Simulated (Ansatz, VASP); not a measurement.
**CoSi2 in two plane-wave programs**

One calculation is typed for both programs; each brings its own data sets. How far apart do they land? The cell is taken from a series of runs on this material, whose earlier steps may have relaxed, scaled, displaced or heated it; both programs get it as it stands.

Method: plane waves, with VASP 6.6.1 beside it; relaxation of cell and atoms at PBE, in Ansatz 0.2.0.

**1. The starting structure**

Symmetry: Fm-3m, No. 225, cubic system. Conventional cell: a = 5.360 Å, b = 5.360 Å, c = 5.360 Å, α = 90.00°, β = 90.00°, γ = 90.00°. Nearest to Co lie 8 Si at 2.32 Å. Nearest to Si lie 4 Co at 2.32 Å. Farther neighbours are not listed.

**2. Ansatz: relaxation of cell and atoms, PBE**

Ansatz runs on its default PAW (the set named soft_2) files.

The relaxed volume is the usual yardstick between codes: in a stiff, nearly cubic crystal its relative difference is about their pressure difference at one cell divided by the bulk modulus.

Contents of input.yaml:

```yaml
crystal:
  lattice:
    - [-2.6798507343, 0.0, 2.6798507343]
    - [0.0, 2.6798507343, 2.6798507343]
    - [-2.6798507343, 2.6798507343, 0.0]
  atoms:
    - { symbol: Co, position: [0.0, 0.0, 0.0] }
    - { symbol: Si, position: [0.75, 0.75, 0.75] }
    - { symbol: Si, position: [0.25, 0.25, 0.25] }
kpoints:
  mp_grid: { grid: [12, 12, 12] }
hamiltonian:
  xc: pbe
scf:
  occupations: { method: methfessel_paxton, width: 0.15 }
output:
  forces: true
  stress: true
  eigenvalues: true
relax:
  adjacent_minimum: "off"
  f_tol: 0.001
  max_steps: 60
  cell: { stress_tol: 0.01 }
```

Command:

```sh
$ ansatz run input.yaml --threads 2 --pin off --max-ram 5120MiB --backend cpu --events-out ev --progress --plain --runs-dir out
```

Numbers of over 12 decimals in the logs are rounded to 6 here.

Output:

```text
Engine: ansatz 0.2.0, x86_64-unknown-linux-gnu
Pseudopotentials: kind: paw
Pseudopotential: Co, paw, valence charge 17, recommended cutoff 420 eV (normal), Co.paw.azcp
Pseudopotential: Si, paw, valence charge 4, recommended cutoff 420 eV (normal), Si.paw.azcp
Functional definition: PBE
  parameter kappa = 0.804
  parameter beta = 0.066725
  exchange = pbe_x(kappa = kappa, mu = beta*pi^2/3)
  correlation = pbe_c(beta = beta)
Crystal: 3 atoms, lattice volume = 38.491 Å³
Basis set: ecut = 420 eV, 749 PW (Γ), exchange–correlation on 54×54×54 points (8 copies of the dense FFT grid, shifted against one another)
Bands: 17, of which v1, the nominal top of the filled ones, is band 13 counted from 1 (12 counted from 0)
Symmetry: 48 space group operations
Space group: Fm-3m (ITA 225), of the structure as read, at distance tolerance 3.4e-5 Å
k-points: 72 of 1728
Non-local potential: Co, projectors of the file, l = 0: 3, l = 1: 2, l = 2: 3, l = 3: 1
Non-local potential: Si, projectors of the file, l = 0: 2, l = 1: 2, l = 2: 2
PAW form: soft (Blöchl's): semilocal exchange-correlation on the pseudo side does not see the compensation charge
PAW one-centre angular grid: Co, 590 points (default); XC on 64 Gauss nodes
PAW one-centre angular grid: Si, 110 points (default); XC on 64 Gauss nodes
Initial density: superposition of atomic densities (neutral atoms: chi_scale 0, normalization atom), corrected by the library's trained network
Initial wavefunctions: pseudopotential atomic-orbital guess
Functional: x = pbe(κ = 0.804, μ = 0.219515), c = pbe(β = 0.066725)
SCF iter   1: F=—  HF=-6399.177126 eV  |F-HF|=—  |Δ(HF+E_count)|=         —  Δρ=6.35e-3  dr2=1.56e-2  ethr=1.77e-3  ⟨swp⟩=5.0  Hψ=6200  notcnv=0
preconditioner: auto → Kerker (q_TF=auto, 2.539 Å⁻¹)  [metal: Δε(μ)=0.019 eV  Ē_g=8.153 eV  σ=0.150 eV  W_gap=0.11  n_scr=14 (ndim 8)  ℏωp=24.7 eV  f_vac=0.002  D(μ)=0.85/eV (n_scr^D=0)]
SCF iter   2: F=—  HF=-6399.176369 eV  |F-HF|=—  |Δ(HF+E_count)|=   7.57e-4  S|Δr|=    0.00e0  Δρ=3.27e-3  dr2=5.10e-3  ethr=6.23e-5  ⟨swp⟩=1.0  Hψ=1801  notcnv=0
SCF iter   3: F=—  HF=-6399.176190 eV  |F-HF|=—  |Δ(HF+E_count)|=   1.78e-4  S|Δr|=    0.00e0  Δρ=9.02e-4  dr2=2.22e-4  ethr=2.04e-5  ⟨swp⟩=1.7  Hψ=1539  notcnv=0
SCF iter   4: F=—  HF=-6399.176255 eV  |F-HF|=—  |Δ(HF+E_count)|=   6.46e-5  S|Δr|=    0.00e0  Δρ=4.59e-4  dr2=6.53e-5  ethr=8.87e-7  ⟨swp⟩=2.6  Hψ=2047  notcnv=0
SCF iter   5: F=—  HF=-6399.176255 eV  |F-HF|=—  |Δ(HF+E_count)|=   2.86e-7  S|Δr|=    0.00e0  Δρ=1.15e-4  dr2=6.01e-6  ethr=2.61e-7  ⟨swp⟩=2.0  Hψ=1509  notcnv=0
SCF iter   6: F=—  HF=-6399.176259 eV  |F-HF|=—  |Δ(HF+E_count)|=   3.80e-6  S|Δr|=    0.00e0  Δρ=1.25e-4  dr2=3.91e-6  ethr=2.40e-8  ⟨swp⟩=2.6  Hψ=1793  notcnv=0
SCF iter   7: F=—  HF=-6399.176259 eV  |F-HF|=—  |Δ(HF+E_count)|=   1.56e-7  S|Δr|=    0.00e0  Δρ=2.61e-5  dr2=2.03e-7  ethr=1.56e-8  ⟨swp⟩=2.4  Hψ=1610  notcnv=0
SCF iter   8: F=-6399.176259 eV  HF=-6399.176259 eV  |F-HF|=1.57e-8  |Δ(HF+E_count)|=   1.33e-8  S|Δr|=    0.00e0  Δρ=8.92e-6  dr2=1.94e-8  ethr=4.00e-10  ⟨swp⟩=4.7  Hψ=4097  notcnv=0
SCF 1 converged in 8 iterations: F = -6399.176259 eV  dr2 = 1.94e-8
  greatest PAW one-centre occupation: 1.000 electrons in one spin orbital (limit 2), on the Co atom at site 0 (counted from 0), in its partial waves of l = 0
relax step   1: F+E_penalty+E_count = -6399.17625895 eV  Δ(F+E_penalty+E_count) = +0.000e0 eV  max|allowed force component| = 2.159e-17 eV/Å  Δτ_max = 0.0000 Å  P = -0.011 GPa  Ω = 38.491 Å³  (8 SCF iters, dr2 threshold 1.00e-7 eV, accepted)
[...]
relax step   2: F+E_penalty+E_count = -6399.17625962 eV  Δ(F+E_penalty+E_count) = -6.715e-7 eV  max|allowed force component| = 8.635e-17 eV/Å  Δτ_max = 0.0000 Å  P = -0.005 GPa  Ω = 38.490 Å³  energy of the carried Pulay correction = +5.911e-7 eV  (4 SCF iters, dr2 threshold 2.88e-10 eV, accepted)
[...]
relax step   3: F+E_penalty+E_count = -6399.17625962 eV  Δ(F+E_penalty+E_count) = -1.000e-11 eV  max|allowed force component| = 8.327e-17 eV/Å  Δτ_max = 0.0000 Å  P = -0.005 GPa  Ω = 38.490 Å³  stress off target by 4.91e-3 GPa  SCF on the basis re-selected at this cell (its energy is not comparable with the rows above)  (7 SCF iters)
basis re-selected at this cell: Δ(F+E_penalty+E_count) = -1.000e-11 eV, ΔP = -0.000 GPa vs the last step (what re-selecting the basis moved, of the pressure what is left beyond the Pulay correction that the steps carried, after the strain that the cell walked since its last selection, with what the two solves' SCF thresholds leave and, on support functions, any second-order correction that the steps lacked; it is no  [...]
SCF converged after 7 iterations
Stability not checked: this state was not tested for a lower state beside it, because cold or Methfessel-Paxton smearing, or corrected tetrahedra, fill the levels in a way that the test cannot read (fill_not_monotonic; see scf.lower_state_search)
Free energy (F): -6399.176260 eV
Harris-Foulkes:  -6399.176260 eV  (|F-HF|=9.09e-13)
Internal energy: -6399.177517 eV  (E = F + TS)
E sigma→0 (E₀):  -6399.176574 eV
Entropy (-TS):   0.001258 eV (0.419 meV/atom)
Fermi energy:    12.826447 eV
--- Per-component energies (eV) ---
  E_band       = -284.869208
  E_kinetic    = 547.369091
  E_local      = -4098.403308  (includes V_loc(G=0)·N_el)
  E_nonlocal   = 501.177415
  E_hartree    = 1783.038652
  E_xc         = -274.044784
  E_vxc        = -305.182547  (∫ρ·V_xc dr)
  E_paw        = -2541.402695  (= ΣΔE_a)
  E_vpaw       = -495.907269  (= ΣTr[D̂ρ^β])
  E_aug_tail   = 0.000158  (compensation charges beyond the density's cutoff)
  E_ewald      = -2316.912047
  E_smearing   = 0.001258  (= −TS)
  E_closure    = 0.000000  (closes the sum)
  Σ components = -6399.176260   (vs F -6399.176260, Δ=0.00e0)
--- Forces (eV/Å), atoms counted from 1 ---
  atom   1  Co    -0.00000000    -0.00000000    -0.00000000
  atom   2  Si     0.00000000     0.00000000    -0.00000000
  atom   3  Si    -0.00000000    -0.00000000     0.00000000
  max |Σ_I F_I| component: 2.78e-17 eV/Å
--- Stress (GPa, compression-positive) ---
       -0.004907       0.000000       0.000000
        0.000000      -0.004907       0.000000
        0.000000       0.000000      -0.004907
  P = ⅓ Tr σ = -0.0049 GPa (-0.049 kbar)
--- Band table (eV; the first three rows and the last of 72) ---
  k-point 0: bands = [... 9 lower, 10.9523, 13.5873, 16.2749, 16.2749, 16.2749, 16.2779, 16.2779, 16.2779]
  k-point 1: bands = [... 9 lower, 10.9203, 13.6764, 14.8561, 15.5269, 15.5269, 17.0458, 17.0458, 17.7945]
  k-point 2: bands = [... 9 lower, 10.8501, 13.0247, 14.6241, 14.7932, 14.7932, 17.1784, 17.1784, 17.8712]
  k-point 71: bands = [... 9 lower, 10.5595, 10.9085, 11.4072, 12.1791, 16.4801, 16.4801, 18.6780, 19.4538]
--- Relaxed structure (2 steps of the walk, 2 accepted, 1 SCFs on fresh bases) ---
  F+E_penalty+E_count = -6399.17625962 eV   max|allowed force component| = 8.327e-17 eV/Å   (the final SCF, on the basis selected at the relaxed cell)
  cell:  # Å, volume = 38.4899 Å³
    - [-2.679820, 0, 2.679820]
    - [0, 2.679820, 2.679820]
    - [-2.679820, 2.679820, 0]
  atoms:
    - { symbol: Co, position: [0, 0, 0] }
    - { symbol: Si, position: [0.750000, 0.750000, 0.750000] }
    - { symbol: Si, position: [0.25, 0.25, 0.25] }
```

**3. VASP: relaxation of cell and atoms, PBE**

The same cell, functional, mesh and smearing now go to VASP, with its own data sets.

Lines of VASP's logs that name or quote its potential files are left out, and so is its time.

Contents of INCAR:

```
SYSTEM = CoSi2
PREC = Accurate
ENCUT = 600
EDIFF = 1E-07
NELM = 120
ISMEAR = 1
SIGMA = 0.15
LREAL = .FALSE.
ALGO = Normal
GGA = PE
NBANDS = 14
LASPH = .TRUE.
LORBIT = 11
LWAVE = .FALSE.
LCHARG = .FALSE.
ISIF = 3
IBRION = 2
NSW = 80
EDIFFG = -0.005
GGA_COMPAT = .FALSE.
NELMIN = 4
```

Contents of POSCAR:

```
CoSi2
1.0
   -2.6798510000      0.0000000000      2.6798510000
    0.0000000000      2.6798510000      2.6798510000
   -2.6798510000      2.6798510000      0.0000000000
Co Si
1 2
Direct
    0.0000000000      0.0000000000      0.0000000000
    0.7499999067      0.7499999067      0.7499999067
    0.2499999067      0.2499999067      0.2499999067
```

Contents of KPOINTS:

```
Automatic mesh
0
Gamma
12 12 12
0 0 0
```

The projector-augmented-wave data sets are Co and Si (PBE family, release 64).

Command:

```sh
$ mpirun -np 1 vasp_std
```

Output:

```text
[banner, memory and clock lines left out]
running    1 mpi-ranks, on    1 nodes
 distrk:  each k-point on    1 cores,    1 groups
 distr:  one band on    1 cores,    1 groups

 POSCAR found type information on POSCAR CoSi
 POSCAR found :  2 types and       3 ions
 LDA part: xc-table for (Slater+PW92), standard interpolation
 POSCAR, INCAR and KPOINTS ok, starting setup
 FFT: planning ... GRIDC
 FFT: planning ... GRID_SOFT
 FFT: planning ... GRID
 WAVECAR not read
 entering main loop
       N       E                     dE             d eps       ncg     rms          rms(c)
DAV:   1     0.714089834961E+02    0.71409E+02   -0.76260E+03  2016   0.131E+03
DAV:   2    -0.166686876804E+02   -0.88078E+02   -0.80420E+02  2142   0.243E+02
DAV:   3    -0.206310808255E+02   -0.39624E+01   -0.38593E+01  2682   0.576E+01
DAV:   4    -0.207122250417E+02   -0.81144E-01   -0.80995E-01  2430   0.765E+00
DAV:   5    -0.207146608974E+02   -0.24359E-02   -0.24355E-02  2748   0.138E+00    0.143E+01
DAV:   6    -0.244081218575E+02   -0.36935E+01   -0.30713E+01  2342   0.118E+02    0.179E+01
DAV:   7    -0.193101712833E+02    0.50980E+01   -0.13553E+01  2614   0.932E+01    0.330E+00
DAV:   8    -0.193298270694E+02   -0.19656E-01   -0.92900E-01  2496   0.727E+00    0.192E+00
DAV:   9    -0.192953911684E+02    0.34436E-01   -0.99061E-02  2510   0.631E+00    0.459E-01
DAV:  10    -0.192955574810E+02   -0.16631E-03   -0.67760E-03  2946   0.121E+00    0.114E-01
DAV:  11    -0.192953959946E+02    0.16149E-03   -0.66844E-04  2766   0.509E-01    0.329E-02
DAV:  12    -0.192954244753E+02   -0.28481E-04   -0.72121E-05  2258   0.674E-02    0.225E-02
DAV:  13    -0.192954230513E+02    0.14240E-05   -0.56660E-06  2848   0.337E-02    0.603E-03
DAV:  14    -0.192954232728E+02   -0.22150E-06   -0.10272E-06  2930   0.134E-02    0.333E-03
DAV:  15    -0.192954234803E+02   -0.20751E-06   -0.13288E-07  1586   0.773E-03    0.838E-04
DAV:  16    -0.192954235259E+02   -0.45587E-07   -0.53905E-08  1338   0.175E-03
   1 F= -.19295424E+02 E0= -.19295837E+02  d E =-.192954E+02
 curvature:   0.00 expect dE= 0.000E+00 dE for cont linesearch  0.000E+00
 trial: gam= 0.00000 g(F)=  0.186E-42 g(S)=  0.849E-04 ort = 0.000E+00 (trialstep = 0.100E+01)
 search vector abs. value=  0.849E-04
 bond charge predicted
       N       E                     dE             d eps       ncg     rms          rms(c)
DAV:   1    -0.192962617553E+02   -0.83828E-03   -0.83434E-03  2280   0.172E+00    0.271E-01
DAV:   2    -0.192989181325E+02   -0.26564E-02   -0.20329E-02  2498   0.309E+00    0.482E-01
DAV:   3    -0.192954442381E+02    0.34739E-02   -0.10390E-02  2480   0.226E+00    0.472E-02
DAV:   4    -0.192954289137E+02    0.15324E-04   -0.19215E-04  2124   0.109E-01    0.162E-02
DAV:   5    -0.192954261161E+02    0.27976E-05   -0.85591E-06  2702   0.548E-02    0.485E-03
DAV:   6    -0.192954260823E+02    0.33824E-07   -0.80941E-07  2666   0.803E-03
   2 F= -.19295426E+02 E0= -.19295837E+02  d E =-.255640E-05
 trial-energy change:   -0.000003  1 .order   -0.000002   -0.000085    0.000082
 step:   0.5182(harm=  0.5095)  dis= 0.00000  next Energy=   -19.295446 (dE=-0.221E-04)
 bond charge predicted
       N       E                     dE             d eps       ncg     rms          rms(c)
DAV:   1    -0.192956456351E+02   -0.21952E-03   -0.19503E-03  2268   0.831E-01    0.131E-01
DAV:   2    -0.192962649105E+02   -0.61928E-03   -0.47632E-03  2512   0.150E+00    0.234E-01
DAV:   3    -0.192954524804E+02    0.81243E-03   -0.24253E-03  2468   0.108E+00    0.230E-02
DAV:   4    -0.192954473141E+02    0.51663E-05   -0.43613E-05  2106   0.527E-02    0.773E-03
DAV:   5    -0.192954467712E+02    0.54288E-06   -0.19758E-06  2716   0.263E-02    0.227E-03
DAV:   6    -0.192954467425E+02    0.28712E-07   -0.15791E-07  1528   0.379E-03
   3 F= -.19295447E+02 E0= -.19295859E+02  d E =-.232166E-04
 curvature:  -0.25 expect dE=-0.239E-06 dE for cont linesearch -0.239E-06
 trial: gam= 0.00000 g(F)=  0.723E-42 g(S)=  0.937E-06 ort =-0.892E-05 (trialstep = 0.904E+00)
 search vector abs. value=  0.938E-06
 reached required accuracy - stopping structural energy minimisation
```

OUTCAR, selected parts (step 3):

```text
ion  position               nearest neighbor table
   1  0.000  0.000  0.000-   3 2.32   2 2.32   2 2.32   2 2.32   3 2.32   3 2.32   3 2.32   2 2.32

  LATTYP: Found a face centered cubic cell.
 ALAT       =     5.3597020000

 Subroutine GETGRP returns: Found 48 space group operations
 (whereof 48 operations were pure point group operations)

The static configuration has the point symmetry O_h .

 Found     72 irreducible k-points:

   k-points           NKPTS =     72   k-points in BZ     NKDIM =     72   number of bands    NBANDS=     14

   dimension x,y,z NGX =    30 NGY =   30 NGZ =   30
   dimension x,y,z NGXF=    60 NGYF=   60 NGZF=   60

   ENCUT  =  600.0 eV  44.10 Ry    6.64 a.u.   7.57  7.57  7.57*2*pi/ulx,y,z

   NELECT =      17.0000    total number of electrons

 k-points in reciprocal lattice and weights: Automatic mesh
   0.00000000  0.00000000  0.00000000       0.001
   0.08333333  0.00000000  0.00000000       0.005
   0.16666667  0.00000000  0.00000000       0.005
   0.25000000  0.00000000  0.00000000       0.005
   0.33333333  0.00000000  0.00000000       0.005
   0.41666667  0.00000000  0.00000000       0.005
   0.50000000  0.00000000  0.00000000       0.002
   0.08333333  0.08333333  0.00000000       0.003
   0.16666667  0.08333333  0.00000000       0.014
[...]
-0.33333333  0.50000000  0.16666667       0.007
  -0.25000000  0.50000000  0.25000000       0.003

 average (electrostatic) potential at core
       1 -78.2764       2 -79.4648       3 -79.4648

 E-fermi :  10.0530

 k-point     1 :       0.0000    0.0000    0.0000
  band No.  band energies     occupation
    ...
      2       6.0057      2.00000
      3       6.0057      2.00000
      4       6.0057      2.00000
      5       8.1741      2.00000
      6       8.1741      2.00000
      7      10.8253     -0.00000
      8      13.4820      0.00000
      9      13.4820      0.00000
     10      13.4820      0.00000
     11      13.5285      0.00000
    ...

 k-point     2 :       0.0833    0.0000    0.0000
  band No.  band energies     occupation
    ...
      2       5.7425      2.00000
      3       6.0434      2.00000
      4       6.0434      2.00000
      5       8.1424      2.00000
      6       8.1424      2.00000
      7      10.9076     -0.00000
      8      12.0909     -0.00000
      9      12.7550     -0.00000
     10      12.7550     -0.00000
     11      14.2764      0.00000
    ...

 k-point     3 :       0.1667    0.0000    0.0000
  band No.  band energies     occupation
    ...
      2       5.0437      2.00000
      3       6.1469      2.00000
      4       6.1469      2.00000
      5       8.0729      2.00000
      6       8.0729      2.00000
      7      10.2475     -0.06946
      8      11.8650     -0.00000
      9      12.0229     -0.00000
     10      12.0229     -0.00000
     11      14.4015      0.00000
    ...

  Total        0.0044081      0.0044081      0.0044081      0.0000000      0.0000000      0.0000000
  in kB        0.1836783      0.1836783      0.1836783      0.0000000      0.0000000      0.0000000
  external PRESSURE =       0.1836783 kB  Pullay stress =       0.0000000 kB

  energy-cutoff  :      600.00
  volume of cell :       38.45
      direct lattice vectors                 reciprocal lattice vectors
    -2.678913965  0.000000000  2.678913965    -0.186642799 -0.186642799  0.186642799
     0.000000000  2.678913965  2.678913965     0.186642799  0.186642799  0.186642799
    -2.678913965  2.678913965 -0.000000000    -0.186642799  0.186642799 -0.186642799

 POSITION                                       TOTAL-FORCE (eV/Angst)
 -----------------------------------------------------------------------------------
     -0.00000      0.00000      0.00000         0.000000     -0.000000     -0.000000
     -4.01837      4.01837      4.01837         0.000000     -0.000000     -0.000000
     -1.33946      1.33946      1.33946        -0.000000      0.000000      0.000000
 -----------------------------------------------------------------------------------
    total drift:                                0.000017     -0.000017     -0.000017

  FREE ENERGIE OF THE ION-ELECTRON SYSTEM (eV)
  ---------------------------------------------------
  free  energy   TOTEN  =       -19.2954467425 eV

  energy  without entropy=      -19.2966825252  energy(sigma->0) =      -19.29585867

 reached required accuracy - stopping structural energy minimisation

 total charge
# of ion       s       p       d       tot
------------------------------------------
    1        0.540   0.718   7.594   8.852
    2        0.717   0.872   0.000   1.589
    3        0.717   0.872   0.000   1.589
--------------------------------------------------
tot          1.974   2.463   7.594  12.031

[... 3 further parts left out ...]
```

CONTCAR:

```
CoSi2
   1.00000000000000
    -2.6789139649848863    0.0000000000000000    2.6789139649848863
     0.0000000000000000    2.6789139649848863    2.6789139649848863
    -2.6789139649848863    2.6789139649848863   -0.0000000000000000
  Co              Si
     1     2
Direct
     0.0000000000000000    0.0000000000000000    0.0000000000000000
     0.7499999066999976    0.7499999066999976    0.7499999066999976
     0.2499999066999976    0.2499999066999976    0.2499999066999976
```

This run has no spin polarisation, so a moment on Co, if there is one, isn't seen. Its electron count is odd, so without a moment it is a metal by construction.

**4. Side by side**

Known differences besides the potentials themselves: the data sets hold 25 valence electrons in Ansatz (on its default PAW (the set named soft_2) files) and 17 in VASP; the cutoff is 420 eV in Ansatz and 600 eV in VASP; Ansatz adds a Pulay correction to the stress that steers its cell, VASP none. Total energies have different zeros and are not compared.

Both answers:

```
                                         quantity  Ansatz   VASP  difference
                                      volume (Å³)   38.49  38.45     +0.10 %
edge a after relaxation, in the typed setting (Å)   3.790  3.789     +0.03 %
```

**5. Outcome**

```
difference in volume (relaxation of cell and atoms, PBE) : 0.10 %
```

In words: The difference in volume is 0.10 % (relaxation of cell and atoms, PBE), within the 1.2 % picked in this series as the mark of a large difference, as far as the stopping tolerances let one tell. The data sets hold unlike numbers of valence electrons (25 in Ansatz and 17 in VASP), so part of the differences comes from the potentials. Such differences can come from data sets, numerical settings and the points named under the comparisons, not from the functional's error against experiment.

[Lines on the potential files, build, host, timing and source positions are cut from VASP's logs without a mark.]

[Logs are printed without paths, hosts, clocks, repeated set-up lines and the standing remarks that a program may print on its own settings, such as how far it seeks lower states.]

[Hosts, paths, dates, database ids (printed as entryN), source tags and the programs' standing remarks are cut or masked in the printed files.]
